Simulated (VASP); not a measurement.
These are PBE GGA, VASP's PBE PAW potentials (set 64) (plane waves; VASP) values and carry that method's errors.

A VASP calculation is set up with these files.

POSCAR:
```
Ge
1.0
  0.0000000000   2.8134802115   2.8134802115
  2.8134802115   0.0000000000   2.8134802115
  2.8134802115   2.8134802115   0.0000000000
Ge
2
Cartesian
  0.0000000000   0.0000000000   0.0000000000
  1.4067401057   1.4067401057   1.4067401057
```

**INCAR**
```
SYSTEM = Ge
PREC = Accurate
ENCUT = 500
EDIFF = 1E-6
NELM = 100
ALGO = Normal
LREAL = .FALSE.
LASPH = .TRUE.
ISMEAR = 0
SIGMA = 0.05
GGA = PE
LMAXMIX = 4
LWAVE = .FALSE.
LCHARG = .FALSE.
IBRION = 2
ISIF = 3
NSW = 40
EDIFFG = -0.02
PSTRESS = 50
```

KPOINTS:
```
K-points
0
G
  8 8 8
0 0 0
```

POTCAR, in this order: Ge_d (PBE.64 set). Program: vasp_std.

Output

File OSZICAR:
```
       N       E                     dE             d eps       ncg     rms          rms(c)
DAV:   1     0.158880313272E+03    0.15888E+03   -0.14925E+04  1062   0.420E+03
DAV:   2     0.110456070935E+02   -0.14783E+03   -0.14531E+03  1046   0.532E+02
DAV:   3    -0.849360089950E+01   -0.19539E+02   -0.19419E+02  1164   0.145E+02
DAV:   4    -0.906319389394E+01   -0.56959E+00   -0.56884E+00  1172   0.285E+01
DAV:   5    -0.907277457130E+01   -0.95807E-02   -0.95801E-02  1166   0.387E+00    0.329E+00
DAV:   6    -0.901290024838E+01    0.59874E-01   -0.24321E-02  1130   0.160E+00    0.197E+00
DAV:   7    -0.897752092258E+01    0.35379E-01   -0.61571E-02  1104   0.240E+00    0.161E-01
DAV:   8    -0.897934670063E+01   -0.18258E-02   -0.71112E-03  1184   0.126E+00    0.643E-02
DAV:   9    -0.897934276335E+01    0.39373E-05   -0.21654E-04  1346   0.284E-01    0.198E-02
DAV:  10    -0.897936111605E+01   -0.18353E-04   -0.10712E-04  1218   0.187E-01    0.719E-03
DAV:  11    -0.897936209491E+01   -0.97886E-06   -0.13264E-05  1294   0.700E-02    0.149E-03
DAV:  12    -0.897936229036E+01   -0.19545E-06   -0.48144E-07   650   0.111E-02
   1 F= -.75893424E+01 E0= -.75893393E+01  d E =-.758934E+01
       N       E                     dE             d eps       ncg     rms          rms(c)
DAV:   1    -0.898120009201E+01   -0.18380E-02   -0.13454E-01  1380   0.766E+00    0.580E-01
DAV:   2    -0.897407314558E+01    0.71269E-02   -0.99970E-03  1348   0.213E+00    0.288E-01
DAV:   3    -0.897182165244E+01    0.22515E-02   -0.37761E-03  1378   0.115E+00    0.706E-02
DAV:   4    -0.897167438537E+01    0.14727E-03   -0.45518E-04  1340   0.452E-01    0.148E-02
DAV:   5    -0.897166910311E+01    0.52823E-05   -0.35858E-05  1156   0.120E-01    0.109E-02
DAV:   6    -0.897166996775E+01   -0.86464E-06   -0.23783E-06   758   0.325E-02
   2 F= -.75893952E+01 E0= -.75893947E+01  d E =-.527856E-04
       N       E                     dE             d eps       ncg     rms          rms(c)
DAV:   1    -0.897692758342E+01   -0.52585E-02   -0.25806E-02  1380   0.339E+00    0.252E-01
DAV:   2    -0.897558045594E+01    0.13471E-02   -0.18764E-03  1350   0.917E-01    0.126E-01
DAV:   3    -0.897514695400E+01    0.43350E-03   -0.73069E-04  1370   0.504E-01    0.303E-02
DAV:   4    -0.897511188721E+01    0.35067E-04   -0.88340E-05  1330   0.200E-01    0.639E-03
DAV:   5    -0.897511156980E+01    0.31742E-06   -0.72673E-06  1048   0.545E-02
   3 F= -.75894627E+01 E0= -.75894617E+01  d E =-.120313E-03
       N       E                     dE             d eps       ncg     rms          rms(c)
DAV:   1    -0.897388473068E+01    0.12272E-02   -0.59654E-03  1380   0.162E+00    0.122E-01
DAV:   2    -0.897356455976E+01    0.32017E-03   -0.44589E-04  1346   0.448E-01    0.608E-02
DAV:   3    -0.897346453697E+01    0.10002E-03   -0.17025E-04  1376   0.244E-01    0.148E-02
DAV:   4    -0.897345986221E+01    0.46748E-05   -0.20357E-05  1326   0.958E-02    0.311E-03
DAV:   5    -0.897345943946E+01    0.42275E-06   -0.14952E-06   528   0.258E-02
   4 F= -.75894471E+01 E0= -.75894464E+01  d E =-.104661E-03
       N       E                     dE             d eps       ncg     rms          rms(c)
DAV:   1    -0.897436026100E+01   -0.90040E-03   -0.14001E-03  1380   0.785E-01    0.590E-02
DAV:   2    -0.897428717608E+01    0.73085E-04   -0.10419E-04  1348   0.217E-01    0.293E-02
DAV:   3    -0.897426334473E+01    0.23831E-04   -0.40068E-05  1338   0.119E-01    0.705E-03
DAV:   4    -0.897426052530E+01    0.28194E-05   -0.46957E-06  1084   0.462E-02    0.142E-03
DAV:   5    -0.897426058154E+01   -0.56232E-07   -0.34943E-07   522   0.123E-02
   5 F= -.75894587E+01 E0= -.75894579E+01  d E =-.116304E-03
```

### OUTCAR
```
------------------------ aborting loop because EDIFF is reached ----------------------------------------
  FORCE on cell =-STRESS in cart. coord.  units (eV):
  Direction    XX          YY          ZZ          XY          YZ          ZX
  --------------------------------------------------------------------------------------
  Total        1.3869361      1.3869361      1.3869361      0.0000000      0.0000000      0.0000000
  in kB       50.0770600     50.0770600     50.0770600      0.0000000      0.0000000      0.0000000
  external PRESSURE =       0.0770600 kB  Pullay stress =      50.0000000 kB
  volume of cell :       44.37
      direct lattice vectors                 reciprocal lattice vectors
     0.000000000  2.809955278  2.809955278    -0.177938775  0.177938775  0.177938775
     2.809955278  0.000000000  2.809955278     0.177938775 -0.177938775  0.177938775
     2.809955278  2.809955278  0.000000000     0.177938775  0.177938775 -0.177938775
 POSITION                                       TOTAL-FORCE (eV/Angst)
 -----------------------------------------------------------------------------------
      0.00000      0.00000      0.00000        -0.000000     -0.000000      0.000000
      1.40498      1.40498      1.40498         0.000000      0.000000     -0.000000
 -----------------------------------------------------------------------------------
    total drift:                                0.000000      0.000000      0.000000
  FREE ENERGIE OF THE ION-ELECTRON SYSTEM (eV)
  ---------------------------------------------------
  free  energy   TOTEN  =        -8.9742605815 eV

  energy  without entropy=       -8.9742589020  energy(sigma->0) =       -8.97425974
  enthalpy is  TOTEN    =        -7.5894587116 eV   P V=        1.3848018700

 reached required accuracy - stopping structural energy minimisation
```
(Selected blocks of OUTCAR.)

File CONTCAR:
```
Ge
   1.00000000000000
     0.0000000000000000    2.8099552778991908    2.8099552778991908
     2.8099552778991908    0.0000000000000000    2.8099552778991908
     2.8099552778991908    2.8099552778991908    0.0000000000000000
  Ge
     2
Direct
     0.0000000000000000    0.0000000000000000    0.0000000000000000
     0.2500000000000000    0.2500000000000000    0.2500000000000000
```

The compound is Ge in the diamond structure. This run relaxes it under an external pressure of 5 GPa. Symmetry was kept, so distortions that lower it aren't found.
